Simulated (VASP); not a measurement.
A convergence study with VASP on HfO$_{2}$ (fluorite): a few settings are varied, all else stays as given below, so the limit is that of these other settings. The cell's lengths are 1 % over those of the tabulated start and one atom is moved, so it is off equilibrium.

```yaml
crystal:
  lattice:
    - [0.00000, 2.56540, 2.56540]
    - [2.56540, 0.00000, 2.56540]
    - [2.56540, 2.56540, 0.00000]
  atoms:
    - { symbol: Hf, position: [0.00000, 0.00000, 0.00000] }
    - { symbol: O, position: [0.25000, 0.25000, 0.25000] }
    - { symbol: O, position: [0.73819, 0.76181, 0.76181] }
```

All values below come from PBEsol GGA, VASP's PBE PAW potentials (set 64) (plane waves; VASP). The last row used: LREAL = Auto, 700 eV cut-off, 6×6×6 Γ-centred mesh, Gaussian smearing of 0.050 eV, potentials Hf_pv O.

Unless said otherwise, spin-orbit coupling is left out, though it shifts the bands of the heavy elements here. Gaps are read on the run's mesh, which can miss a band edge.

| setting | E (eV/atom) | pressure (GPa) | largest force (eV/Å) | gap on the mesh (eV) | plane waves |
|---|---|---|---|---|---|
| ENCUT = 400, LREAL = .FALSE., PREC = Normal | -10.5174 | -21.05 | 0.549 | 3.583 | 636 |
| ENCUT = 500, LREAL = .FALSE., PREC = Normal | -10.5048 | -15.28 | 0.554 | 3.572 | 881 |
| ENCUT = 600, LREAL = .FALSE., PREC = Normal | -10.5063 | -15.40 | 0.554 | 3.573 | 1158 |
| ENCUT = 700, LREAL = .FALSE., PREC = Normal | -10.5082 | -15.42 | 0.554 | 3.575 | 1435 |
| ENCUT = 500, LREAL = .FALSE., PREC = Accurate | -10.5046 | -15.30 | 0.554 | 3.572 | 881 |
| ENCUT = 600, LREAL = .FALSE., PREC = Accurate | -10.5063 | -15.40 | 0.554 | 3.573 | 1158 |
| ENCUT = 400, LREAL = Auto, PREC = Normal | -10.5169 | -21.04 | 0.546 | 3.582 | 636 |
| ENCUT = 500, LREAL = Auto, PREC = Normal | -10.5029 | -15.36 | 0.530 | 3.571 | 881 |
| ENCUT = 600, LREAL = Auto, PREC = Normal | -10.5064 | -15.40 | 0.551 | 3.573 | 1158 |
| ENCUT = 700, LREAL = Auto, PREC = Normal | -10.5080 | -15.58 | 0.560 | 3.575 | 1435 |
| ENCUT = 400, LREAL = Auto, PREC = Accurate | [?] | [?] | [?] | 3.583 | 636 |
| ENCUT = 500, LREAL = Auto, PREC = Accurate | [?] | [?] | 0.551 | 3.572 | 881 |
| ENCUT = 600, LREAL = Auto, PREC = Accurate | -10.5065 | -15.40 | 0.554 | 3.573 | 1158 |
| ENCUT = 700, LREAL = Auto, PREC = Accurate | -10.5085 | -15.34 | 0.554 | 3.575 | 1435 |

**Question.** Complete the blanks.

**Answer.** 
- ENCUT = 500, LREAL = Auto, PREC = Accurate, E (eV/atom): -10.5053
- ENCUT = 500, LREAL = Auto, PREC = Accurate, pressure (GPa): -15.31
- ENCUT = 400, LREAL = Auto, PREC = Accurate, E (eV/atom): -10.5160
- ENCUT = 400, LREAL = Auto, PREC = Accurate, pressure (GPa): -21.13
- ENCUT = 400, LREAL = Auto, PREC = Accurate, largest force (eV/Å): 0.550

Left out are rungs that failed or repeat a setting and relaxations that didn't move; long series are thinned to 24 rows.

The compound is HfO2 in the fluorite structure, the high-temperature cubic form, which is unstable at 0 K; the monoclinic form is the stable one. The cell was not relaxed at this level, it is distorted from the ideal structure.
